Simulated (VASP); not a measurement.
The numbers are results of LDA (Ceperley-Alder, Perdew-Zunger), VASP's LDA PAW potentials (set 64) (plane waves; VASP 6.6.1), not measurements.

VASP ran on this input.

### POSCAR
```
ZnS
1
    3.8089500000     0.0000000000     0.0000000000
   -1.9044750000     3.2986470000     0.0000000000
    0.0000000000     0.0000000000    12.4526000000
Zn S
4 4
Direct
  0.6666670000   0.3333330000   0.7499300000
  0.3333330000   0.6666670000   0.2499300000
  0.0000000000   0.0000000000   0.5000000000
  0.0000000000   0.0000000000   0.0000000000
  0.6666670000   0.3333330000   0.9377300000
  0.3333330000   0.6666670000   0.4377300000
  0.0000000000   0.0000000000   0.6873400000
  0.0000000000   0.0000000000   0.1873400000
```

**KPOINTS**
```
Automatic mesh
0
Gamma
7 7 2
0 0 0
```

**INCAR**
```
! general
SYSTEM   =  ZnS
PREC     =  Accurate
ENCUT    =  300
LREAL    =  .FALSE.
LASPH    =  .TRUE.

! electronic loop
EDIFF    =  1E-6
NELM     =  100
ALGO     =  Normal
LMAXMIX  =  4

! smearing
ISMEAR   =  0
SIGMA    =  0.01

! ions
ISIF     =  2

! output
LWAVE    =  .FALSE.
LCHARG   =  .FALSE.
```

POTCAR, in this order: Zn S (LDA.64 set). Program: vasp_std.

Output

File OSZICAR:
```
       N       E                     dE             d eps       ncg     rms          rms(c)
DAV:   1     0.449479516273E+03    0.44948E+03   -0.24660E+04  1376   0.137E+03
DAV:   2     0.171917477068E+02   -0.43229E+03   -0.42007E+03  1467   0.343E+02
DAV:   3    -0.327351937525E+02   -0.49927E+02   -0.49644E+02  1535   0.121E+02
DAV:   4    -0.343891352054E+02   -0.16539E+01   -0.16488E+01  1656   0.224E+01
DAV:   5    -0.344178624589E+02   -0.28727E-01   -0.28706E-01  1647   0.296E+00    0.145E+01
DAV:   6    -0.327192688446E+02    0.16986E+01   -0.38434E+00  2020   0.425E+01    0.109E+01
DAV:   7    -0.328317295682E+02   -0.11246E+00   -0.51186E+00  1546   0.885E+00    0.344E+00
DAV:   8    -0.327173712534E+02    0.11436E+00   -0.43314E-01  1710   0.537E+00    0.100E+00
DAV:   9    -0.327140244442E+02    0.33468E-02   -0.10048E-01  1752   0.285E+00    0.379E-01
DAV:  10    -0.327141139335E+02   -0.89489E-04   -0.29140E-03  1601   0.638E-01    0.262E-01
DAV:  11    -0.327141605024E+02   -0.46569E-04   -0.33016E-04  1984   0.191E-01    0.172E-01
DAV:  12    -0.327141830309E+02   -0.22528E-04   -0.99924E-05  1716   0.214E-01    0.623E-02
DAV:  13    -0.327141732196E+02    0.98113E-05   -0.42300E-05  1733   0.125E-01    0.250E-02
DAV:  14    -0.327141737995E+02   -0.57992E-06   -0.14674E-05  1620   0.323E-02    0.916E-03
DAV:  15    -0.327141737856E+02    0.13904E-07   -0.13477E-06   808   0.226E-02
   1 F= -.32714174E+02 E0= -.32714174E+02  d E =-.475383E-49
```

OUTCAR:
```
------------------------ aborting loop because EDIFF is reached ----------------------------------------
  FORCE on cell =-STRESS in cart. coord.  units (eV):
  Direction    XX          YY          ZZ          XY          YZ          ZX
  --------------------------------------------------------------------------------------
  Total       -3.8874001     -3.8873990     -3.7964846      0.0000000      0.0000000      0.0000000
  in kB      -39.8078454    -39.8078342    -38.8768498      0.0000000      0.0000000      0.0000000
  external PRESSURE =     -39.4975098 kB  Pullay stress =       0.0000000 kB
  volume of cell :      156.46
      direct lattice vectors                 reciprocal lattice vectors
     3.808950000  0.000000000  0.000000000     0.262539545  0.151577298  0.000000000
    -1.904475000  3.298647000  0.000000000     0.000000000  0.303154596  0.000000000
     0.000000000  0.000000000 12.452600000     0.000000000  0.000000000  0.080304515
  FREE ENERGIE OF THE ION-ELECTRON SYSTEM (eV)
  ---------------------------------------------------
  free  energy   TOTEN  =       -32.7141737856 eV

  energy  without entropy=      -32.7141737856  energy(sigma->0) =      -32.71417379
```
(Selected blocks of OUTCAR.)

At this cut-off the stress carries a Pulay error, which pulls relaxed volumes low.

The structure comes from a computed database's ZnS entry (P6_3mc); how it stands against other phases isn't given here. The cell was not relaxed at this level. The run is one of a series of settings (GGA removed, POTCAR Zn S (LDA.64 set) against the base run), some of them coarse on purpose.
